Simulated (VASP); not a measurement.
These are PBEsol GGA, VASP's PBE PAW potentials (set 64) (plane waves; VASP) values and carry that method's errors.

The input files of a VASP run:

File KPOINTS:
```
kpoints
0
G
9 9 6
0 0 0
```

File POSCAR:
```
PtSe2
1
    3.7681246310    -0.0000000000     0.0000000000
   -1.8840623155     3.2632919064     0.0000000000
    0.0000000000    -0.0000000000     4.8795128888
Pt Se
1 2
Direct
  0.0000000000   0.0000000000   1.0000000000
  0.3333330000   0.6666670000   0.2570281518
  0.6666670000   0.3333330000   0.7429718482
```

INCAR:
```
SYSTEM = PtSe2
PREC = Accurate
ENCUT = 480
EDIFF = 1E-6
NELM = 100
ALGO = Normal
LREAL = .FALSE.
LASPH = .TRUE.
ISMEAR = 1
SIGMA = 0.1
GGA = PS
LMAXMIX = 6
LWAVE = .FALSE.
LCHARG = .FALSE.
IBRION = 2
ISIF = 3
NSW = 60
EDIFFG = -0.02
```

POTCAR, in this order: Pt Se (PBE.64 set). Program: vasp_std.

Output of the run:

File OSZICAR:
```
       N       E                     dE             d eps       ncg     rms          rms(c)
DAV:   1     0.109094450988E+03    0.10909E+03   -0.98300E+03  1908   0.121E+03
DAV:   2    -0.121320131253E+02   -0.12123E+03   -0.11843E+03  2350   0.234E+02
DAV:   3    -0.167121843243E+02   -0.45802E+01   -0.45604E+01  2308   0.482E+01
DAV:   4    -0.167455047104E+02   -0.33320E-01   -0.33312E-01  2294   0.445E+00
DAV:   5    -0.167458740585E+02   -0.36935E-03   -0.36934E-03  2301   0.440E-01    0.131E+01
DAV:   6    -0.161474741657E+02    0.59840E+00   -0.54243E+00  1881   0.227E+01    0.784E+00
DAV:   7    -0.159313962958E+02    0.21608E+00   -0.10046E+00  1895   0.108E+01    0.381E+00
DAV:   8    -0.159061266821E+02    0.25270E-01   -0.74266E-02  1958   0.200E+00    0.877E-01
DAV:   9    -0.159022369273E+02    0.38898E-02   -0.10194E-02  2147   0.106E+00    0.204E-01
DAV:  10    -0.159022897731E+02   -0.52846E-04   -0.12773E-03  2098   0.274E-01    0.396E-02
DAV:  11    -0.159022871824E+02    0.25907E-05   -0.63354E-05  2273   0.821E-02    0.190E-02
DAV:  12    -0.159022864714E+02    0.71102E-06   -0.83035E-06  1979   0.263E-02
   1 F= -.15902286E+02 E0= -.15902231E+02  d E =-.159023E+02
       N       E                     dE             d eps       ncg     rms          rms(c)
DAV:   1    -0.159072432019E+02   -0.49560E-02   -0.14260E-01  1874   0.295E+00    0.405E-01
DAV:   2    -0.159045217292E+02    0.27215E-02   -0.24764E-02  2021   0.159E+00    0.296E-01
DAV:   3    -0.159036395468E+02    0.88218E-03   -0.27812E-03  2042   0.572E-01    0.122E-01
DAV:   4    -0.159034841661E+02    0.15538E-03   -0.77780E-04  2007   0.167E-01    0.377E-02
DAV:   5    -0.159034759790E+02    0.81871E-05   -0.43369E-05  2182   0.670E-02    0.253E-02
DAV:   6    -0.159034752491E+02    0.72997E-06   -0.74467E-06  2049   0.225E-02
   2 F= -.15903475E+02 E0= -.15903441E+02  d E =-.118878E-02
       N       E                     dE             d eps       ncg     rms          rms(c)
DAV:   1    -0.159035609142E+02   -0.84935E-04   -0.23111E-03  1874   0.375E-01    0.515E-02
DAV:   2    -0.159035174331E+02    0.43481E-04   -0.39389E-04  2035   0.199E-01    0.368E-02
DAV:   3    -0.159035038871E+02    0.13546E-04   -0.43655E-05  2042   0.719E-02    0.149E-02
DAV:   4    -0.159035019110E+02    0.19761E-05   -0.12006E-05  1979   0.209E-02    0.468E-03
DAV:   5    -0.159035019126E+02   -0.16141E-08   -0.60413E-07   972   0.809E-03
   3 F= -.15903502E+02 E0= -.15903465E+02  d E =-.121544E-02
       N       E                     dE             d eps       ncg     rms          rms(c)
DAV:   1    -0.159072079388E+02   -0.37060E-02   -0.11015E-01  1860   0.268E+00    0.329E-01
DAV:   2    -0.159050363758E+02    0.21716E-02   -0.97149E-03  2133   0.101E+00    0.163E-01
DAV:   3    -0.159045807371E+02    0.45564E-03   -0.11519E-03  1965   0.330E-01    0.696E-02
DAV:   4    -0.159044641931E+02    0.11654E-03   -0.58553E-04  2091   0.172E-01    0.348E-02
DAV:   5    -0.159044663879E+02   -0.21948E-05   -0.15590E-05  2049   0.324E-02    0.186E-02
DAV:   6    -0.159044672811E+02   -0.89318E-06   -0.59046E-06  2168   0.196E-02
   4 F= -.15904467E+02 E0= -.15904458E+02  d E =-.965368E-03
       N       E                     dE             d eps       ncg     rms          rms(c)
DAV:   1    -0.159048192433E+02   -0.35286E-03   -0.11801E-02  1867   0.877E-01    0.108E-01
DAV:   2    -0.159045862665E+02    0.23298E-03   -0.10497E-03  2126   0.333E-01    0.538E-02
DAV:   3    -0.159045377805E+02    0.48486E-04   -0.12364E-04  1972   0.108E-01    0.230E-02
DAV:   4    -0.159045258115E+02    0.11969E-04   -0.63155E-05  2105   0.560E-02    0.115E-02
DAV:   5    -0.159045261828E+02   -0.37132E-06   -0.16411E-06  1382   0.108E-02
   5 F= -.15904526E+02 E0= -.15904527E+02  d E =-.102427E-02
```

### OUTCAR
```
------------------------ aborting loop because EDIFF is reached ----------------------------------------
  FORCE on cell =-STRESS in cart. coord.  units (eV):
  Direction    XX          YY          ZZ          XY          YZ          ZX
  --------------------------------------------------------------------------------------
  Total        0.0179996      0.0179996     -0.0547519      0.0000000      0.0000000      0.0000000
  in kB        0.4816831      0.4816831     -1.4652042      0.0000000      0.0000000      0.0000000
  external PRESSURE =      -0.1672793 kB  Pullay stress =       0.0000000 kB
  volume of cell :       59.87
      direct lattice vectors                 reciprocal lattice vectors
     3.755939039  0.000000000 -0.000000000     0.266245003  0.153716612  0.000000000
    -1.877969520  3.252738872 -0.000000000    -0.000000000  0.307433225  0.000000000
     0.000000000  0.000000000  4.900536968     0.000000000  0.000000000  0.204059271
 POSITION                                       TOTAL-FORCE (eV/Angst)
 -----------------------------------------------------------------------------------
     -0.00000      0.00000      4.90054        -0.000000      0.000000      0.000000
     -0.00000      2.16849      1.27217         0.000000     -0.000000      0.013228
      1.87797      1.08425      3.62837         0.000000      0.000000     -0.013228
 -----------------------------------------------------------------------------------
    total drift:                                0.000000      0.000000      0.000000
  FREE ENERGIE OF THE ION-ELECTRON SYSTEM (eV)
  ---------------------------------------------------
  free  energy   TOTEN  =       -15.9045261828 eV

  energy  without entropy=      -15.9045288373  energy(sigma->0) =      -15.90452707

 reached required accuracy - stopping structural energy minimisation
```
(Selected blocks of OUTCAR.)

**CONTCAR**
```
PtSe2
   1.00000000000000
     3.7559390392366012    0.0000000000000000   -0.0000000000000000
    -1.8779695196183006    3.2527388719331776   -0.0000000000000000
     0.0000000000000000    0.0000000000000000    4.9005369676156239
  Pt              Se
     1     2
Direct
     0.0000000000000000    0.0000000000000000    1.0000000000000000
     0.3333330000000032    0.6666669999999968    0.2595981513926485
     0.6666669999999968    0.3333330000000032    0.7404018486073516
```

OUTCAR:
```
 val. band max:        6.4864001699   @ k =   0.1111  -0.0000   0.0000

 cond. band min:       6.5401866119   @ k =   0.0000   0.3333   0.3333


 Fermi energy:         6.5274934435

 k-point     1 :       0.0000    0.0000    0.0000
  band No.  band energies     occupation
      1      -9.1821      2.00000
      2      -6.1662      2.00000
      3      -0.6651      2.00000
      4       0.1673      2.00000
      5       0.1674      2.00000
      6       2.6343      2.00000
      7       2.6343      2.00000
      8       4.0098      2.00000
      9       5.4877      2.00000
     10       5.4878      2.00000
     11       7.2064     -0.00000
     12       7.7326     -0.00000
     13       7.7326     -0.00000
     14       9.8174      0.00000
     15      10.5524      0.00000

 k-point     2 :       0.1111   -0.0000    0.0000
  band No.  band energies     occupation
      1      -9.0470      2.00000
      2      -6.2387      2.00000
      3      -0.4993      2.00000
      4       0.2548      2.00000
      5       0.2868      2.00000
      6       2.4397      2.00000
      7       2.5410      2.00000
      8       3.7177      2.00000
      9       5.0057      2.00000
     10       5.3055      2.00000
     11       6.4864      1.63468
     12       7.8551     -0.00000
     13       7.9514     -0.00000
     14      10.6747      0.00000
     15      11.3245      0.00000

 k-point     3 :       0.2222    0.0000    0.0000
  band No.  band energies     occupation
      1      -8.6652      2.00000
      2      -6.4295      2.00000
      3      -0.0498      2.00000
      4       0.4831      2.00000
      5       0.6125      2.00000
      6       1.6478      2.00000
      7       2.3717      2.00000
      8       3.1683      2.00000
      9       4.5036      2.00000
     10       4.7834      2.00000
     11       5.4288      2.00000
     12       8.0215     -0.00000
     13       8.2153     -0.00000
     14      11.3556      0.00000
     15      12.4094      0.00000
...
```

Without a dispersion term in the relaxation, distances and binding between the weakly bound layers, chains or molecules are unreliable, and so is what depends on them. Unless said otherwise, spin-orbit coupling is left out, though it shifts the bands of the heavy elements here.

The compound is PtSe2 in the 1T layered structure. This run relaxes it. Symmetry was kept, so distortions that lower it aren't found. The start is the result of an earlier pass.
